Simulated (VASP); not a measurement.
Shape and ions are relaxed at each volume.

Here is the system:

```cif
data_O4Pb2
_chemical_formula_sum 'Pb2 O4'
_space_group_name_H-M_alt 'P 1'
_space_group_IT_number 1
_cell_length_a 5.02419
_cell_length_b 5.02419
_cell_length_c 3.44683
_cell_angle_alpha 90.000
_cell_angle_beta 90.000
_cell_angle_gamma 90.000
loop_
_space_group_symop_operation_xyz
  'x, y, z'
loop_
_atom_site_label
_atom_site_type_symbol
_atom_site_fract_x
_atom_site_fract_y
_atom_site_fract_z
_atom_site_occupancy
Pb1 Pb 0.00000 0.00000 0.00000 1
Pb2 Pb 0.50000 0.50000 0.50000 1
O1 O 0.30736 0.30736 0.00000 1
O2 O 0.80736 0.19264 0.50000 1
O3 O 0.19264 0.80736 0.50000 1
O4 O 0.69264 0.69264 0.00000 1
```

Computed with PBE GGA with D4 dispersion, VASP's PBE PAW potentials (set 64) (plane waves; VASP 6.6.1). Run with 520 eV cut-off, 5×5×7 Γ-centred mesh, Gaussian smearing of 0.050 eV, potentials Pb_d O.

Question: Give the energy at these volumes per atom, relative to the lowest: 13.59, 14.02, 14.45, 14.89, 15.32 Å³.

Answer: 24.4, 6.3, 0.0, 3.5, 14.9 meV/atom. A third-order Birch-Murnaghan fit gives B0 = 117 GPa and B0′ = 5.9.

The compound is PbO2 in the rutile structure. It was relaxed first.
